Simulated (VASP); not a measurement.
# YSi: structure and properties in VASP, part 2 of 2

How well does PBEsol reproduce what experiment finds for YSi? The cell is relaxed first, and properties follow on it. The start is a computed cell from the Materials Project.

VASP 6.6.1, plane waves and PAW; the level of theory is named at each step.

So far. Step 7 (Bands along the symmetry lines (PBEsol + SOC)): Of the bands kept, 4 cross the Fermi level on this path (spinor bands, one electron each). Step 8 (Volume scan with PBEsol, volume scale 0.94): The pressure here is 6.74 GPa.

**9. Volume scan with PBEsol, volume scale 0.96**

Contents of INCAR:

```
SYSTEM = YSi
PREC = Accurate
ENCUT = 400
EDIFF = 1E-06
NELM = 100
ISMEAR = 0
SIGMA = 0.05
LREAL = .FALSE.
ALGO = Normal
GGA = PS
NBANDS = 21
LASPH = .TRUE.
LORBIT = 11
LWAVE = .FALSE.
LCHARG = .FALSE.
KPAR = 4
ISIF = 2
```

Contents of POSCAR:

```
YSi
1.0
    2.0868803663     -5.1531207812      0.0000000000
    2.0868803663      5.1531207812      0.0000000000
    0.0000000000      0.0000000000      3.7609891180
Y Si
2 2
Direct
    0.1401117856      0.8598882144      0.2500000000
    0.8598882144      0.1401117856      0.7500000000
    0.4237875938      0.5762124062      0.2500000000
    0.5762124062      0.4237875938      0.7500000000
```

Contents of KPOINTS:

```
Automatic mesh
0
Gamma
7 7 7
0 0 0
```

The projector-augmented-wave data sets are Y_sv and Si (PBE family, release 64).

Started as:

```
> mpirun -np 4 vasp_std
```

Run time: 34 s. Hardware: 4 MPI ranks of AMD EPYC 7R43, shared host; peak memory 0.84 GiB; 2.2 min of CPU time.

This step gave:

```yaml
free_energy_toten: -28.79 eV
energy_at_zero_smearing: -28.79 eV
fermi_energy: 5.929 eV
pressure: 4.260 GPa
```

Force by atom:

```tsv
atom	x (eV/Å)	y (eV/Å)	z (eV/Å)	size
Y1	0.0000	-0.0654	0.0000	0.0654
Y2	0.0000	0.0654	0.0000	0.0654
Si3	0.0000	0.0268	0.0000	0.0268
Si4	0.0000	-0.0268	0.0000	0.0268
```

The pressure falls from 6.74 to 4.26 GPa.

The run ends at a pressure of 4.26 GPa, with forces up to 0.065 eV/Å.

**10. Volume scan with PBEsol, volume scale 0.98**

INCAR is that of step 9.

Contents of POSCAR:

```
YSi
1.0
    2.1012730995     -5.1886606683      0.0000000000
    2.1012730995      5.1886606683      0.0000000000
    0.0000000000      0.0000000000      3.7869277936
Y Si
2 2
Direct
    0.1401117856      0.8598882144      0.2500000000
    0.8598882144      0.1401117856      0.7500000000
    0.4237875938      0.5762124062      0.2500000000
    0.5762124062      0.4237875938      0.7500000000
```

KPOINTS is that of step 9.

Started as:

```
> mpirun -np 4 vasp_std
```

Elapsed: 33 s, on 4 MPI ranks; peak memory 0.86 GiB.

The pressure falls from 4.26 to 2.02 GPa.

The run ends at a pressure of 2.02 GPa, with forces up to 0.027 eV/Å.

**11. Volume scan with PBEsol, volume scale 1**

INCAR is that of step 10.

Contents of POSCAR:

```
YSi
1.0
    2.1154713214     -5.2237202498      0.0000000000
    2.1154713214      5.2237202498      0.0000000000
    0.0000000000      0.0000000000      3.8125159198
Y Si
2 2
Direct
    0.1401117856      0.8598882144      0.2500000000
    0.8598882144      0.1401117856      0.7500000000
    0.4237875938      0.5762124062      0.2500000000
    0.5762124062      0.4237875938      0.7500000000
```

KPOINTS is that of step 10.

Started as:

```
> mpirun -np 4 vasp_std
```

Elapsed: 35 s, on 4 MPI ranks; peak memory 0.91 GiB.

The pressure falls from 2.02 to -0.01 GPa.

The run ends at a pressure of -0.01 GPa, with forces up to 0.0068 eV/Å.

**12. Volume scan with PBEsol, volume scale 1.02**

INCAR is that of step 11.

Contents of POSCAR:

```
YSi
1.0
    2.1294814735     -5.2583154318      0.0000000000
    2.1294814735      5.2583154318      0.0000000000
    0.0000000000      0.0000000000      3.8377651054
Y Si
2 2
Direct
    0.1401117856      0.8598882144      0.2500000000
    0.8598882144      0.1401117856      0.7500000000
    0.4237875938      0.5762124062      0.2500000000
    0.5762124062      0.4237875938      0.7500000000
```

KPOINTS is that of step 11.

Started as:

```
> mpirun -np 4 vasp_std
```

The job ended after 37 s (4 MPI ranks; peak memory 0.89 GiB; 2.4 min of CPU time).

The pressure falls from -0.01 to -1.84 GPa.

The run ends at a pressure of -1.84 GPa, with forces up to 0.038 eV/Å.

**13. Volume scan with PBEsol, volume scale 1.04**

INCAR is that of step 12.

Contents of POSCAR:

```
YSi
1.0
    2.1433096628     -5.2924612940      0.0000000000
    2.1433096628      5.2924612940      0.0000000000
    0.0000000000      0.0000000000      3.8626863564
Y Si
2 2
Direct
    0.1401117856      0.8598882144      0.2500000000
    0.8598882144      0.1401117856      0.7500000000
    0.4237875938      0.5762124062      0.2500000000
    0.5762124062      0.4237875938      0.7500000000
```

KPOINTS is that of step 12.

Started as:

```
> mpirun -np 4 vasp_std
```

The job ended after 37 s (4 MPI ranks; peak memory 0.91 GiB; 2.4 min of CPU time).

The pressure falls from -1.84 to -3.49 GPa.

The run ends at a pressure of -3.49 GPa, with forces up to 0.066 eV/Å.

**14. Volume scan with PBEsol, volume scale 1.06**

A prediction first. A parabola through the 6 pressures of evenly scaled cells so far, P = -0.01 -96.5 t +204 t² GPa with t = ln(V/V₁) and V₁ the volume at scale 1, gives -4.95 GPa at t = +0.0583.

INCAR is that of step 13.

Contents of POSCAR:

```
YSi
1.0
    2.1569616848     -5.3261721474      0.0000000000
    2.1569616848      5.3261721474      0.0000000000
    0.0000000000      0.0000000000      3.8872901175
Y Si
2 2
Direct
    0.1401117856      0.8598882144      0.2500000000
    0.8598882144      0.1401117856      0.7500000000
    0.4237875938      0.5762124062      0.2500000000
    0.5762124062      0.4237875938      0.7500000000
```

KPOINTS is that of step 13.

Started as:

```
> mpirun -np 4 vasp_std
```

It took 41 s on 4 MPI ranks; peak memory 0.86 GiB; 2.6 min of CPU time.

The pressure falls from -3.49 to -4.98 GPa. The parabola predicted -4.95 GPa, +0.03 GPa off.

**15. The series together**

Times are for 4 MPI ranks of AMD EPYC 7R43, shared host. The runs compared:

```tsv
no.	volume scale	energy above the lowest point (meV/atom)	pressure (GPa)	time	memory (GiB)
1	0.94	25.62	6.744	34 s	0.81
2	0.96	11.06	4.260	34 s	0.84
3	0.98	2.73	2.015	33 s	0.86
4	1	0	-0.01086	35 s	0.91
5	1.02	2.34	-1.841	37 s	0.89
6	1.04	9.26	-3.492	37 s	0.91
7	1.06	20.31	-4.981	41 s	0.86
```

**16. Fit for PBEsol**

This step: Birch-Murnaghan fit, PBEsol; plane waves and PAW (VASP 6.6.1).

Derived from the runs above.

This step gave:

| Quantity | Value |
| --- | --- |
| pressure derivative of the bulk modulus | 4.093 |
| r.m.s. error of the fit | 1.34e-6 eV/atom |
| minimum inside the sampled range | yes |
| bulk modulus | 96.08 GPa |
| equilibrium volume of the fit | 21.07 Å³/atom |

Energy above the fitted minimum against volume:

```tsv
volume (Å³/atom)	energy above the fitted minimum (eV/atom)
19.80	0.0256
20.22	0.0111
20.64	0.00273
21.07	-7.3e-7
21.49	0.00234
21.91	0.00926
22.33	0.0203
```

The fitted volume lies +0.04 % from the relaxed one. The atoms bear forces along the scan, since they were held; freeing them would lower the modulus.

**17. Optical spectrum (PBEsol)**

This step: PBEsol; plane waves and PAW (Y_sv, Si) (VASP 6.6.1).

LOPTICS sums transitions from filled to empty bands. The mesh is finer than in the run before. NBANDS is raised for it.

INCAR, as its differences from that of step 14:

```diff
@@ -10,3 +10,3 @@
 GGA = PS
-NBANDS = 21
+NBANDS = 47
 LASPH = .TRUE.
@@ -16,2 +16,4 @@
 KPAR = 4
-ISIF = 2
+LOPTICS = .TRUE.
+NEDOS = 1500
+CSHIFT = 0.1
```

Contents of POSCAR:

```
YSi
1.0
    2.1154713214     -5.2237202498      0.0000000000
    2.1154713214      5.2237202498      0.0000000000
    0.0000000000      0.0000000000      3.8125159198
Y Si
2 2
Direct
    0.1401117856      0.8598882144      0.2500000000
    0.8598882144      0.1401117856      0.7500000000
    0.4237875938      0.5762124062      0.2500000000
    0.5762124062      0.4237875938      0.7500000000
```

Contents of KPOINTS:

```
Automatic mesh
0
Gamma
10 10 10
0 0 0
```

Started as:

```
> mpirun -np 4 vasp_std
```

It took 2.9 min on 4 MPI ranks; peak memory 3.3 GiB.

These are independent-particle spectra without excitons or local fields, and fine structure depends on the mesh and on CSHIFT. The intraband (Drude) part is not in this spectrum.

This step gave:

```
bands                   : 47
irreducible k-points    : 186
free energy (TOTEN)     : -28.85 eV
energy at zero smearing : -28.85 eV
Fermi energy            : 5.608 eV
pressure                : -0.03639 GPa
```

The imaginary dielectric function has structure finer than the step of the table below, so its rows give means over 1 eV, whole bins alone (the curve runs from 0 to 25.0 eV). Peaks (eV: height): xx 1.2: 20.4; yy 0.7: 42.0; zz 1.2: 18.1, 2.4: 16.9.

Table of imaginary dielectric function by photon energy; means over each step:

```tsv
photon energy (eV)	xx	yy	zz
1	14.1	25.4	9.28
2	16.7	13.5	14.0
3	15.5	15.1	14.3
4	12.5	11.5	12.2
5	10.3	10.4	8.47
6	8.51	9.15	7.64
7	6.40	5.41	5.11
8	3.38	3.40	3.25
9	2.15	1.89	1.82
10	1.27	1.12	1.11
11	0.791	0.761	0.649
12	0.558	0.534	0.421
13	0.291	0.352	0.360
14	0.201	0.251	0.308
15	0.159	0.167	0.240
16	0.107	0.131	0.175
17	0.0936	0.108	0.122
18	0.0855	0.0925	0.0905
19	0.0873	0.0769	0.0887
20	0.0887	0.0698	0.0893
21	0.0986	0.0749	0.0821
22	0.469	0.571	0.512
23	0.766	0.920	0.769
24	0.951	1.02	0.982
```

Table of real dielectric function by photon energy:

```tsv
photon energy (eV)	xx	yy	zz
0	25.9	53.3	20.0
1	26.2	3.91	23.8
2	11.1	9.68	15.2
3	5.72	4.34	6.14
4	0.679	1.18	1.99
5	0.270	0.547	-0.506
6	-2.37	-3.52	-2.31
7	-2.96	-4.04	-2.24
8	-4.05	-3.58	-3.15
9	-2.74	-2.70	-2.12
10	-2.07	-1.88	-1.70
11	-1.44	-1.32	-1.06
12	-0.880	-0.834	-0.575
13	-0.593	-0.498	-0.233
14	-0.214	-0.177	0.00163
15	0.0518	0.0484	0.173
16	0.258	0.286	0.313
17	0.441	0.454	0.507
18	0.621	0.617	0.677
19	0.778	0.784	0.837
20	0.943	0.960	0.991
21	1.18	1.23	1.23
22	1.81	1.92	1.86
23	1.26	1.36	1.32
24	1.40	1.25	1.38
```

**18. Outcome**

```
relaxed volume                            : 21.07 Å³/atom
relaxed conventional cell a, b, c         : 4.231, 10.447, 3.813 Å
space group after relaxing, within 0.02 Å : Cmcm (No. 63)
band gap                                  : none, a metal
DOS at the Fermi level                    : 2.20 states/eV/cell
band gap (PBEsol + SOC)                   : none, a metal
bulk modulus from the fit                 : 96.1 GPa
volume from the fit                       : 21.1 Å³/atom
```

What this shows: With PBEsol, YSi relaxes to 21.07 Å³/atom in space group Cmcm (held by the symmetry of the run), comes out as a metal and has a bulk modulus of 96.1 GPa at fixed shape and positions, an upper bound. Band structure (PBEsol): Of the bands kept, 2 cross the Fermi level on this path. Bands along the symmetry lines (PBEsol + SOC): Of the bands kept, 4 cross the Fermi level on this path (spinor bands, one electron each). The k-sampling is coarse for a metal, so the Fermi level, pressures and the shape of the cell carry errors. No search among competing phases was made, and a listed structure need not be the one stable at ambient conditions. All values are for a static lattice at zero temperature.

Calculation against experiment:

```
              quantity  measured           PBEsol
lattice constant a (Å)      4.26   4.231 (-0.7 %)
lattice constant b (Å)     10.53  10.447 (-0.8 %)
lattice constant c (Å)      3.83   3.813 (-0.5 %)
```

Measured values from arxiv:2102.04113 (2021).

**Verdict.** The lattice constant a is off by -0.7 %: good agreement. The lattice constant b is off by -0.8 %: fair agreement. The lattice constant c is off by -0.5 %: good agreement. The grades are ours: good and fair within 0.7 and 1.5 % for the lattice constant a, 0.7 and 1.5 % for the lattice constant b and 0.8 and 2 % for the lattice constant c. Zero-point motion and thermal expansion (measured at up to 300 K) are not in the computed lattice constants.

[Lines on the potential files, build, host, timing and source positions are cut from VASP's logs without a mark.]

[Logs are printed without paths, hosts, clocks, repeated set-up lines and the standing remarks that a program may print on its own settings, such as how far it seeks lower states.]

[Hosts, paths, dates, database ids (printed as entryN), source tags and the programs' standing remarks are cut or masked in the printed files.]

[A measured line is paired with the nearest computed mode of its activity, which favours agreement.]
